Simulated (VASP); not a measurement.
**CdCuCl3: structure and properties in VASP**

Wanted: the relaxed cell of CdCuCl3 and its properties. The steps: rough relaxation of the start cell, full relaxation (r2SCAN), single point with fields (r2SCAN), bands along the symmetry lines (r2SCAN), density of states (r2SCAN), band structure (r2SCAN + SOC), optical spectrum (r2SCAN), independent-particle dielectric function (r2SCAN) and bands along the symmetry lines (HSE06). The cell is invented: it takes the structure of COD entry 1010123, CsCdCl3 (space group 221 there), with some of its atoms replaced by other elements, volume scaled by an estimate. It may not be a known or stable phase.

Program: VASP 6.6.1. Level of theory: r2SCAN; plane waves and PAW (Cd, Cu, Cl), in the first sound run; inputs show where later runs differ. Results are calculated unless marked as measured.

This is a report of a sequence of runs, with most program output left out.

## 1. Starting point

Before any relaxation, the start is as follows. The structure is cubic, space group Pm-3m (No. 221). The conventional cell has a = 4.746 Å, b = 4.746 Å, c = 4.746 Å, α = 90.00°, β = 90.00°, γ = 90.00°. Nearest to Cd lie 6 Cl at 2.37 Å. Cu has 12 Cl at 3.36 Å nearest. Nearest to Cl lie 2 Cd at 2.37 Å. It derives from CsCdCl3. it takes the structure of COD entry 1010123, CsCdCl3 (space group 221 there), with some of its atoms replaced by other elements, volume scaled by an estimate. Farther neighbours and most contacts between anions are not listed.

As a file:

```xyz
5
Lattice="4.7462 0.0000 0.0000 0.0000 4.7462 0.0000 0.0000 0.0000 4.7462" Properties=species:S:1:pos:R:3 pbc="T T T"
Cd    2.3731    2.3731    2.3731
Cu    0.0000    0.0000    0.0000
Cl    0.0000    2.3731    2.3731
Cl    2.3731    0.0000    2.3731
Cl    2.3731    2.3731    0.0000
```

## 2. Rough relaxation of the start cell

The start is only an estimate, so a cheap relaxation brings it near a minimum before any careful run. r2SCAN adds the kinetic-energy density, costs more than a GGA and is run with LASPH.

Input file INCAR:

```
SYSTEM = CdCuCl3
PREC = Normal
ENCUT = 400
EDIFF = 1E-05
NELM = 60
ISMEAR = 0
SIGMA = 0.05
LREAL = .FALSE.
ALGO = Normal
METAGGA = R2SCAN
LASPH = .TRUE.
NBANDS = 28
LORBIT = 11
LWAVE = .FALSE.
LCHARG = .FALSE.
KPAR = 2
IBRION = 2
NSW = 40
ISIF = 3
EDIFFG = -0.04
```

Input file POSCAR:

```
CdCuCl3
1.0
    4.7462420000      0.0000000000      0.0000000000
    0.0000000000      4.7462420000      0.0000000000
    0.0000000000      0.0000000000      4.7462420000
Cd Cu Cl
1 1 3
Direct
    0.5000000000      0.5000000000      0.5000000000
    0.0000000000      0.0000000000      0.0000000000
    0.0000000000      0.5000000000      0.5000000000
    0.5000000000      0.0000000000      0.5000000000
    0.5000000000      0.5000000000      0.0000000000
```

Input file KPOINTS:

```
Automatic mesh
0
Gamma
4 4 4
0 0 0
```

Potentials, in the order of the species: Cd, Cu and Cl (PBE family, release 64).

The run is started by

```console
> mpirun -np 2 vasp_std
```

It took 57 s on 2 MPI ranks of AMD EPYC 7R43, shared host; peak memory 0.25 GiB; 1.9 min of CPU time.

The gap is read on the k-mesh alone, so it is an upper bound where the band edges lie off the mesh. This relaxation is a rough one on cheap settings, only to bring the start near its minimum. The PAW data sets were made with PBE, which is usual practice but a small mismatch for other functionals. After so large a change of volume the plane waves of the start cell no longer fit, so the final stress carries a basis-set error. The run keeps the 48 symmetry operations of its start, so it cannot find a distortion of lower symmetry.

Relaxation path:

```tsv
step	energy less that of the first step (eV)	largest force (eV/Å)	pressure (GPa)	volume (Å³)
1	0.0000	0.0000	14.14	106.92
2	-0.8854	0.0000	-1.56	138.86
3	-0.9173	0.0000	0.26	132.18
4	-0.9172	0.0000	-0.16	133.10
```

```tsv
conventional cell, symmetrised	before	after	change
a (Å)	4.746	5.106	+7.6 %
b (Å)	4.746	5.106	+7.6 %
c (Å)	4.746	5.106	+7.6 %
volume (Å³/atom)	21.38	26.62	+24.5 %
```

Final coordinates:

```xyz
5
Lattice="5.1057 0.0000 0.0000 0.0000 5.1057 0.0000 0.0000 0.0000 5.1057" Properties=species:S:1:pos:R:3 pbc="T T T"
Cd    2.5528    2.5528    2.5528
Cu    0.0000    0.0000    0.0000
Cl    0.0000    2.5528    2.5528
Cl    2.5528    0.0000    2.5528
Cl    2.5528    2.5528    0.0000
```

A gap read on the k-mesh alone can miss the band edges.

This step gave:

| Property | Result |
| --- | --- |
| electrons | 44 |
| bands | 28 |
| irreducible k-points | 10 |
| symmetry operations | 48 |
| free energy (TOTEN) | -51.2344 eV |
| Fermi energy | 0.1446 eV |
| pressure | -0.1559 GPa |
| metallic | no |
| valence top at k | 0.5, 0.5, 0 |
| conduction bottom at k | 0, 0, 0 |
| least direct gap at k | 0, 0, 0 |
| SCF cycles over all ionic steps | 37 |
| gap on the k-mesh | 1.125 eV |
| least direct gap on the k-mesh | 1.239 eV |

It ends with forces that vanish by symmetry and a pressure of -0.16 GPa.

## 3. Full relaxation (r2SCAN)

Properties are meant for the cell that this level of theory prefers, so cell and atoms are relaxed first (ISIF = 3) until forces and stress are small; EDIFFG sets the threshold.

Input file INCAR:

```
SYSTEM = CdCuCl3
PREC = Accurate
ENCUT = 400
EDIFF = 1E-06
NELM = 100
ISMEAR = 0
SIGMA = 0.05
LREAL = .FALSE.
ALGO = Normal
METAGGA = R2SCAN
LASPH = .TRUE.
NBANDS = 28
LORBIT = 11
LWAVE = .FALSE.
LCHARG = .FALSE.
KPAR = 2
IBRION = 2
NSW = 60
ISIF = 3
EDIFFG = -0.01
```

Changes to POSCAR since step 2:

```diff
@@ -2,5 +2,5 @@
 1.0
-    4.7462420000      0.0000000000      0.0000000000
-    0.0000000000      4.7462420000      0.0000000000
-    0.0000000000      0.0000000000      4.7462420000
+    5.1056978519      0.0000000000      0.0000000000
+    0.0000000000      5.1056978519      0.0000000000
+    0.0000000000      0.0000000000      5.1056978519
 Cd Cu Cl
```

Input file KPOINTS:

```
Automatic mesh
0
Gamma
5 5 5
0 0 0
```

The run is started by

```console
> mpirun -np 2 vasp_std
```

It took 77 s on 2 MPI ranks; peak memory 0.4 GiB; 2.5 min of CPU time.

Relaxation path:

```tsv
step	energy less that of the first step (eV)	largest force (eV/Å)	pressure (GPa)	volume (Å³)
1	0.0000	0.0000	-0.30	133.10
2	-0.0010	0.0000	0.00	132.13
```

```tsv
conventional cell, symmetrised	before	after	change
a (Å)	5.106	5.093	-0.2 %
b (Å)	5.106	5.093	-0.2 %
c (Å)	5.106	5.093	-0.2 %
volume (Å³/atom)	26.62	26.43	-0.7 %
```

Final coordinates:

```
Cd Cu Cl
1.0
     5.09333    0.00000    0.00000
     0.00000    5.09333    0.00000
     0.00000    0.00000    5.09333
Cd Cu Cl
1 1 3
Direct
  0.50000 0.50000 0.50000
  0.00000 0.00000 0.00000
  0.00000 0.50000 0.50000
  0.50000 0.00000 0.50000
  0.50000 0.50000 0.00000
```

Numbers from this step:

* free energy (TOTEN): -51.2994 eV
* Fermi energy: 0.2134 eV
* pressure: -0.004072 GPa
* valence top at k: 0.4, 0.4, 0
* SCF cycles over all ionic steps: 21
* gap on the k-mesh: 1.137 eV
* least direct gap on the k-mesh: 1.245 eV

It ends with forces that vanish by symmetry and a pressure of 0.00 GPa.

## 4. Single point with fields (r2SCAN)

A single point on the relaxed cell gives a clean self-consistent state, with density, ELF and potential written out.

Changes to INCAR since step 3:

```diff
@@ -14,7 +14,5 @@
 LWAVE = .FALSE.
-LCHARG = .FALSE.
-KPAR = 2
-IBRION = 2
-NSW = 60
-ISIF = 3
-EDIFFG = -0.01
+LCHARG = .TRUE.
+ISIF = 2
+LELF = .TRUE.
+LVHAR = .TRUE.
```

Changes to POSCAR since step 3:

```diff
@@ -2,5 +2,5 @@
 1.0
-    5.1056978519      0.0000000000      0.0000000000
-    0.0000000000      5.1056978519      0.0000000000
-    0.0000000000      0.0000000000      5.1056978519
+    5.0933261940      0.0000000000      0.0000000000
+    0.0000000000      5.0933261940      0.0000000000
+    0.0000000000      0.0000000000      5.0933261940
 Cd Cu Cl
```

KPOINTS is that of step 3.

The run is started by

```console
> mpirun -np 2 vasp_std
```

Wall time 53 s (2 MPI ranks); peak memory 0.29 GiB.

This step gave:

```
SCF cycles          : 14
free energy (TOTEN) : -51.2971 eV
Fermi energy        : 0.2144 eV
pressure            : -0.01995 GPa
```

Valence electrons inside each PAW sphere by angular momentum. Sphere charges, by row:

```tsv
atom	s (e)	p (e)	d (e)	tot (e)
Cd1	0.312	0.263	9.651	10.23
Cu2	0.057	0.018	9.528	9.604
Cl3	1.606	3.56	0	5.166
Cl4	1.606	3.56	0	5.166
Cl5	1.606	3.56	0	5.166
```

ELF in the ac plane at fractional y = 0.500, with atoms of Cd and Cl within 0.2 Å of it. It is the smooth field of the valence electrons, not physical close to the nuclei.

Ten even steps from '_' (0.01) to '@' (0.87), each cell a mean:
```
____..**@@@@%%**@@@@%%--____
______--##@@@@@@@@%%++..____
==::____--**######++..__..--
%%##--____..::::....__..++%%
@@@@##::....::::::....++%%@@
%%@@@@==..::____..::..##@@@@
==%%@@==....______::::##@@**
**@@@@==..::______::::##@@%%
@@@@%%--..::::..::....**@@@@
@@%%++..__..........__--##@@
**++..__..--======::____--**
::____..++%%@@@@@@##--____..
______++%%@@@@%%@@@@##::____
____::**@@@@**==%%@@%%==____
```
Columns run along a (5.1 Å), rows up along c (5.1 Å). Atoms in or near the plane, at fractional coordinates: Cd at (0.50, 0.50), Cl at (0.00, 0.50), Cl at (0.50, 0.00).

Valence density in the ac plane at fractional y = 0.500, with atoms of Cd and Cl within 0.2 Å of it. It is the smooth field of the valence electrons, not physical close to the nuclei.

Ten steps, logarithmic in the rise over the least value, from '0' (0.01 × 1e0 e/Å³) to '9' (8.97 × 1e0 e/Å³), each cell a mean:
```
00013565652100
00013456542000
11001344321001
32111233211122
54322356431245
66433688742356
46534799863465
56534699853456
65422467632345
43211244321133
11111233321011
00012455431000
00013566642100
00014654653100
```
Columns run along a (5.1 Å), rows up along c (5.1 Å). Atoms in or near the plane, at fractional coordinates: Cd at (0.50, 0.50), Cl at (0.00, 0.50), Cl at (0.50, 0.00).

Electrostatic potential energy in the ac plane at fractional y = 0.500, with atoms of Cd and Cl within 0.2 Å of it. With pseudopotentials it is smooth inside the atoms' cores, unlike the true potential.

Ten even steps from '0' (-84 eV) to '9' (6 eV), each cell a mean:
```
99999500279999
99999854799999
99999998999999
99999998999999
78999888889997
14898888889972
01798878888840
02798877889950
47999888889985
99999988899999
99999999999999
99999977899999
99999721489999
99999400179999
```
Columns run along a (5.1 Å; values clipped at the 3rd and 97th percentile), rows up along c (5.1 Å). Atoms in or near the plane, at fractional coordinates: Cd at (0.50, 0.50), Cl at (0.00, 0.50), Cl at (0.50, 0.00).

In this run the pressure is -0.02 GPa, small enough to go on.

## 5. Bands along the symmetry lines (r2SCAN)

Levels along the symmetry lines show where the bands peak and cross; KPOINTS_OPT computes them in the converged potential.

Changes to INCAR since step 4:

```diff
@@ -11,8 +11,6 @@
 LASPH = .TRUE.
-NBANDS = 28
+NBANDS = 37
 LORBIT = 11
 LWAVE = .FALSE.
-LCHARG = .TRUE.
-ISIF = 2
-LELF = .TRUE.
-LVHAR = .TRUE.
+LCHARG = .FALSE.
+KPAR = 2
```

POSCAR is that of step 4.

KPOINTS is that of step 4.

Input file KPOINTS_OPT:

```
Line mode
16
Line-mode
Reciprocal
  0.00000000   0.00000000   0.00000000 GAMMA
  0.00000000   0.50000000   0.00000000 X

  0.00000000   0.50000000   0.00000000 X
  0.50000000   0.50000000   0.00000000 M

  0.50000000   0.50000000   0.00000000 M
  0.00000000   0.00000000   0.00000000 GAMMA

  0.00000000   0.00000000   0.00000000 GAMMA
  0.50000000   0.50000000   0.50000000 R

  0.50000000   0.50000000   0.50000000 R
  0.00000000   0.50000000   0.00000000 X

  0.50000000   0.50000000   0.00000000 M
  0.50000000   0.50000000   0.50000000 R
```

The run is started by

```console
> mpirun -np 2 vasp_std
```

Run time: 5.4 min. Hardware: 2 MPI ranks; peak memory 0.39 GiB.

Spin-orbit coupling is off here; it would split degenerate levels.

Numbers from this step:

```yaml
bands: 37
fermi_energy: 0.1416 eV
pressure: -0.007304 GPa
least_gap_on_mesh_and_path: 1.128 eV
least_direct_gap_on_mesh_and_path: 1.244 eV
valence_top_at_k: 0.4667, 0.5, 0
```

The electronic bands at the labelled points (eV, zero at the valence-band top; v1 is the highest filled band, c1 the lowest empty one):

```tsv
point	v4	v3	v2	v1	c1	c2	c3	c4
Γ	-0.14	-0.12	-0.12	-0.12	1.13	2.42	8.30	8.30
0.47 of the way	-0.12	-0.08	-0.07	-0.07	1.66	3.42	6.62	7.71
X	-0.10	-0.02	0.00	0.00	2.40	5.15	5.39	7.29
0.47 of the way	-0.06	-0.06	-0.04	0.00	2.42	5.63	5.88	6.89
M	-0.08	-0.03	0.00	0.00	2.43	6.53	6.53	6.53
0.53 of the way	-0.09	-0.07	-0.06	-0.04	1.99	4.12	6.47	7.03
Γ	-0.14	-0.12	-0.12	-0.12	1.13	2.42	8.30	8.30
0.53 of the way	-0.11	-0.09	-0.01	-0.01	2.16	5.06	6.02	7.26
R	-0.12	-0.12	-0.09	-0.09	1.49	6.97	6.97	6.97
0.47 of the way	-0.08	-0.06	-0.04	-0.02	2.12	6.09	6.52	6.58
X	-0.10	-0.02	0.00	0.00	2.40	5.15	5.39	7.29
jump to M	-0.08	-0.03	0.00	0.00	2.43	6.53	6.53	6.53
0.53 of the way	-0.09	-0.06	-0.05	-0.05	1.87	6.88	6.88	7.12
R	-0.12	-0.12	-0.09	-0.09	1.49	6.97	6.97	6.97
```

Of the projections kept (Cd, Cu, Cl), the largest for each band there; the rest of the weight can lie on other orbitals:

```tsv
point	v4	v3	v2	v1	c1	c2	c3	c4
Γ	Cu 1.00	Cu 1.00	Cu 1.00	Cu 1.00	Cu 0.91	Cd 0.85	Cu 0.74	Cu 0.74
X	Cu 1.00	Cu 0.95	Cu 0.95	Cu 0.95	Cu 0.71	Cd 0.58	Cu 0.74	Cu 0.78
M	Cu 0.99	Cu 0.94	Cu 0.95	Cu 0.95	Cu 0.77	Cu 1.00	Cu 0.50	Cu 0.50
Γ	Cu 1.00	Cu 1.00	Cu 1.00	Cu 1.00	Cu 0.91	Cd 0.85	Cu 0.74	Cu 0.74
R	Cu 1.00	Cu 1.00	Cu 1.00	Cu 1.00	Cu 1.00	Cd 0.72	Cd 0.72	Cd 0.72
X	Cu 1.00	Cu 0.95	Cu 0.95	Cu 0.95	Cu 0.71	Cd 0.58	Cu 0.74	Cu 0.78
```

The path finds the gap of the mesh within 0.02 eV, so the mesh comes close to both band edges.

## 6. Density of states (r2SCAN)

Here the states are counted by energy and projected on the atoms. The mesh is finer than in the run before.

Changes to INCAR since step 5:

```diff
@@ -5,3 +5,3 @@
 NELM = 100
-ISMEAR = 0
+ISMEAR = -5
 SIGMA = 0.05
@@ -16 +16,2 @@
 KPAR = 2
+NEDOS = 2001
```

POSCAR is that of step 5.

Input file KPOINTS:

```
Automatic mesh
0
Gamma
8 8 8
0 0 0
```

The run is started by

```console
> mpirun -np 2 vasp_std
```

Run time: 3.4 min. Hardware: 2 MPI ranks; peak memory 0.49 GiB.

Numbers from this step:

* irreducible k-points: 35
* free energy (TOTEN): -51.2973 eV
* Fermi energy: -0.0745 eV
* pressure: -0.01821 GPa
* valence top at k: 0.5, 0.5, 0
* gap on the k-mesh: 1.128 eV

The density of states has structure finer than the step of the table below, so its rows give means over 1 eV, whole bins alone (the curve runs from -12.0 to 9.05 eV). Peaks (eV: height): total -7.0: 55.7, -1.3: 13.0, -0.1: 63.7; Cl p -2.5: 4.66, -2.2: 4.01, -1.5: 7.38, -1.3: 8.21; Cu d -0.1: 60.0; Cu s 2.3: 2.01; Cd d -7.0: 51.5.

States under -12.0 eV and over 9.0 eV are left out. Density of states against energy, zero at the valence-band top; means over each step; values in states/eV/cell:

```tsv
energy (eV)	total	Cl p	Cu d	Cu s	Cd d	Cu p
-9	0	0	0	0	0	0
-8	1.37	0.116	0	0	1.12	0
-7	8.64	0.205	1.4e-4	2.5e-4	7.79	1.2e-4
-6	0.0279	0.0113	0	0	7.0e-5	0
-5	0.617	0.258	1.1e-4	3.8e-5	0.0156	0
-4	1.40	0.627	0.00116	7.5e-4	0.0694	2.1e-4
-3	2.81	1.42	0.00713	0.0275	0.122	0.00231
-2	5.83	3.20	0.0702	0.0261	0.211	0.0114
-1	7.05	4.47	0.164	3.3e-4	0.227	0.00363
0	10.3	0.405	9.28	0.00171	0.0486	3.7e-4
1	0.0441	0.00218	0	0.0154	0	6.3e-5
2	1.96	0.209	0.00348	0.749	0.00141	0.00194
3	0.114	0.00884	0	0.00141	2.0e-4	0
4	0.309	0.0406	0	0	0.00205	1.8e-5
5	0.702	0.124	0	2.5e-5	0.00993	0.00263
6	2.26	0.183	0.00222	0.0105	0.00951	0.245
7	4.25	0.347	0.00913	0.00755	0.00810	0.711
8	1.21	0.0777	0.00356	5.7e-4	0.00545	0.111
```

The gap on this mesh is 1.13 eV. In the top eV of the valence band the largest shares in the PAW spheres are Cu d 74 % and Cl p 15 %. The rest lies in smaller channels or between the spheres.

## 7. Band structure (r2SCAN + SOC)

This step: r2SCAN, spin-orbit coupling; plane waves and PAW (Cd, Cu, Cl); invented cell (VASP 6.6.1).

Levels along the symmetry lines show where the bands peak and cross; KPOINTS_OPT computes them in the converged potential. Spin-orbit coupling needs spinors and the noncollinear program, where each band holds one electron.

Input file INCAR:

```
SYSTEM = CdCuCl3
PREC = Accurate
ENCUT = 400
EDIFF = 1E-06
NELM = 100
ISMEAR = 0
SIGMA = 0.05
LREAL = .FALSE.
ALGO = Normal
METAGGA = R2SCAN
LASPH = .TRUE.
LNONCOLLINEAR = .TRUE.
MAGMOM = 0 0 0 0 0 0 0 0 0 0 0 0 0 0 0
NBANDS = 56
GGA_COMPAT = .FALSE.
LSORBIT = .TRUE.
LMAXMIX = 4
LORBIT = 11
LWAVE = .FALSE.
LCHARG = .FALSE.
KPAR = 2
```

POSCAR is that of step 6.

Input file KPOINTS:

```
Automatic mesh
0
Gamma
4 4 4
0 0 0
```

KPOINTS_OPT is that of step 5.

The run is started by

```console
> mpirun -np 2 vasp_ncl
```

Run time: 26 min. Hardware: 2 MPI ranks; peak memory 0.92 GiB.

Numbers from this step:

- SCF cycles: 15
- bands: 56
- irreducible k-points: 10
- free energy (TOTEN): -51.3280 eV
- Fermi energy: 0.2553 eV
- pressure: -0.02897 GPa
- least gap on mesh and path: 1.029 eV
- least direct gap on mesh and path: 1.136 eV

On-site spin-orbit energy by atom:

```tsv
atom	on-site spin-orbit energy (eV)
Cd1	-0.0492
Cu2	-0.0063
Cl3	-0.0031
Cl4	-0.0031
Cl5	-0.0031
```

Electronic bands along the path, in eV, zero at the valence-band top; v1 is the highest filled band, c1 the lowest empty one:

```tsv
point	v4	v3	v2	v1	c1	c2	c3	c4
Γ	-0.12	-0.12	-0.11	-0.11	1.03	1.03	2.32	2.32
0.47 of the way	-0.09	-0.09	-0.06	-0.06	1.56	1.56	3.32	3.32
X	-0.05	-0.05	-0.01	-0.01	2.30	2.30	5.05	5.05
0.47 of the way	-0.04	-0.04	-0.02	-0.02	2.32	2.32	5.53	5.53
M	-0.04	-0.04	0.00	0.00	2.33	2.33	6.39	6.39
0.53 of the way	-0.06	-0.06	-0.04	-0.04	1.89	1.89	4.02	4.02
Γ	-0.12	-0.12	-0.11	-0.11	1.03	1.03	2.32	2.32
0.53 of the way	-0.04	-0.04	-0.02	-0.02	2.06	2.06	4.96	4.96
R	-0.09	-0.09	-0.09	-0.09	1.39	1.39	6.67	6.67
0.47 of the way	-0.05	-0.05	-0.03	-0.03	2.02	2.02	5.98	5.98
X	-0.05	-0.05	-0.01	-0.01	2.30	2.30	5.05	5.05
jump to M	-0.04	-0.04	0.00	0.00	2.33	2.33	6.39	6.39
0.53 of the way	-0.06	-0.06	-0.05	-0.05	1.77	1.77	6.75	6.75
R	-0.09	-0.09	-0.09	-0.09	1.39	1.39	6.67	6.67
```

Of the projections kept (Cd, Cu, Cl), the largest for each band there; the rest of the weight can lie on other orbitals:

```tsv
point	v4	v3	v2	v1	c1	c2	c3	c4
Γ	Cu 1.00	Cu 1.00	Cu 1.00	Cu 1.00	Cu 0.91	Cu 0.91	Cd 0.85	Cd 0.85
X	Cu 0.97	Cu 0.97	Cu 0.96	Cu 0.96	Cu 0.71	Cu 0.71	Cd 0.58	Cd 0.58
M	Cu 0.97	Cu 0.97	Cu 0.95	Cu 0.95	Cu 0.77	Cu 0.77	Cu 0.69	Cu 0.69
Γ	Cu 1.00	Cu 1.00	Cu 1.00	Cu 1.00	Cu 0.91	Cu 0.91	Cd 0.85	Cd 0.85
R	Cu 1.00	Cu 1.00	Cu 1.00	Cu 1.00	Cu 1.00	Cu 1.00	Cd 0.74	Cd 0.74
X	Cu 0.97	Cu 0.97	Cu 0.96	Cu 0.96	Cu 0.71	Cu 0.71	Cd 0.58	Cd 0.58
```

The gap moves by -0.10 eV against r2SCAN, which ran on another mesh.

The path shows an indirect gap of 1.03 eV (valence top at M, conduction bottom at Γ). The least direct gap is 1.14 eV.

(Continued in part 2 of 2.)

[Lines on the potential files, build, host, timing and source positions are cut from VASP's logs without a mark.]

[Logs are printed without paths, hosts, clocks, repeated set-up lines and the standing remarks that a program may print on its own settings, such as how far it seeks lower states.]

[Hosts, paths, dates, database ids (printed as entryN), source tags and the programs' standing remarks are cut or masked in the printed files.]

[A measured line is paired with the nearest computed mode of its activity, which favours agreement.]
